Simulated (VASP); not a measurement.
Output of a VASP run:

### OSZICAR
```
       N       E                     dE             d eps       ncg     rms          rms(c)
DAV:   1     0.173922358488E+00    0.17392E+00   -0.31881E+03   936   0.516E+02
DAV:   2    -0.369395284642E+01   -0.38679E+01   -0.36397E+01  1248   0.544E+01
DAV:   3    -0.378170552900E+01   -0.87753E-01   -0.87332E-01  1208   0.573E+00
DAV:   4    -0.378271559291E+01   -0.10101E-02   -0.10101E-02  1440   0.362E-01
DAV:   5    -0.378271608408E+01   -0.49118E-06   -0.49133E-06  1176   0.900E-03    0.125E+01
DAV:   6    -0.378524162027E+01   -0.25255E-02   -0.11886E-02  1064   0.844E-01    0.740E+00
DAV:   7    -0.379088623590E+01   -0.56446E-02   -0.16905E-02  1112   0.102E+00    0.107E-01
DAV:   8    -0.379066307325E+01    0.22316E-03   -0.14755E-03  1016   0.277E-01    0.510E-02
DAV:   9    -0.379066630727E+01   -0.32340E-05   -0.20879E-05  1328   0.469E-02    0.112E-02
DAV:  10    -0.379066583721E+01    0.47006E-06   -0.36311E-06  1120   0.152E-02
   1 F= -.37906658E+01 E0= -.37911396E+01  d E =0.142135E-02
```

**OUTCAR**
```
------------------------ aborting loop because EDIFF is reached ----------------------------------------
  FORCE on cell =-STRESS in cart. coord.  units (eV):
  Direction    XX          YY          ZZ          XY          YZ          ZX
  --------------------------------------------------------------------------------------
  Total       -0.2189353     -0.2189353     -0.2189353      0.0000000     -0.0000000      0.0000000
  in kB       -9.8054702     -9.8054702     -9.8054702      0.0000000     -0.0000000      0.0000000
  external PRESSURE =      -9.8054702 kB  Pullay stress =       0.0000000 kB
  volume of cell :       35.77
      direct lattice vectors                 reciprocal lattice vectors
     3.294979000  0.000000000  0.000000000     0.303492071  0.000000000  0.000000000
     0.000000000  3.294979000  0.000000000     0.000000000  0.303492071  0.000000000
     0.000000000  0.000000000  3.294979000     0.000000000  0.000000000  0.303492071
 POSITION                                       TOTAL-FORCE (eV/Angst)
 -----------------------------------------------------------------------------------
      0.00000      0.00000      0.00000         0.000000      0.000000      0.000000
 -----------------------------------------------------------------------------------
    total drift:                                0.000000      0.000000     -0.000000
  FREE ENERGIE OF THE ION-ELECTRON SYSTEM (eV)
  ---------------------------------------------------
  free  energy   TOTEN  =        -3.7906658372 eV

  energy  without entropy=       -3.7920871855  energy(sigma->0) =       -3.79113962
```
(Selected blocks of OUTCAR.)

**POSCAR**
```
Tb
1
    3.2949790000     0.0000000000     0.0000000000
    0.0000000000     3.2949790000     0.0000000000
    0.0000000000     0.0000000000     3.2949790000
Tb
1
Direct
  0.0000000000   0.0000000000   0.0000000000
```

Problem. Reconstruct the remaining input files.

Solution. One answer among several that fit: the input of the run itself, PBE GGA, plane waves, VASP's PBE PAW potentials (set 64).

**KPOINTS**
```
Automatic mesh
0
Gamma
10 10 10
0 0 0
```

INCAR:
```
ALGO = Normal
EDIFF = 1E-6
ENCUT = 250
GGA = PE
ISIF = 2
ISMEAR = 1
LASPH = .TRUE.
LCHARG = .FALSE.
LMAXMIX = 6
LREAL = .FALSE.
LWAVE = .FALSE.
NELM = 100
PREC = Accurate
SIGMA = 0.1
SYSTEM = Tb
```

POTCAR, in this order: Tb_3 (PBE.64 set). Program: vasp_std.

The 4f electrons are frozen in the core of the lanthanide potential, so 4f levels, which can set the real gap, and their magnetism are missing. At this cut-off the stress carries a Pulay error, which pulls relaxed volumes low.

The structure was generated: Tb was put into the simple-cubic type (Pm-3m), which need not be its known phase. The cell was not relaxed at this level. The run is one of a series of settings (ENCUT = 250 against the base run), some of them coarse on purpose.
